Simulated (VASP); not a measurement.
Highest phonon frequency on the path of Pt (fcc) against the volume, from finite displacements in a 4×4×4 supercell. Computed with LDA (Ceperley-Alder, Perdew-Zunger), VASP's LDA PAW potentials (set 64) (plane waves; VASP).  Fit ln ω as a straight line in ln V.

```tsv
V (Å³/atom)	ln(ω/cm⁻¹)
14.787	5.3126
15.083	5.2593
15.674	5.1489
```

Task: Fit the rows as the text says and predict the value at 14.491.

Result: The slope is -2.82, a Grüneisen parameter of 2.82 for this mode. The line misses the rows by up to 0.0015 and gives 5.3706 at 14.491. The run gave 5.3643, -0.0063 from the line.

Runs of the series that failed, ran out of time, didn't relax or are held back are left out.

The compound is Pt in the fcc structure.
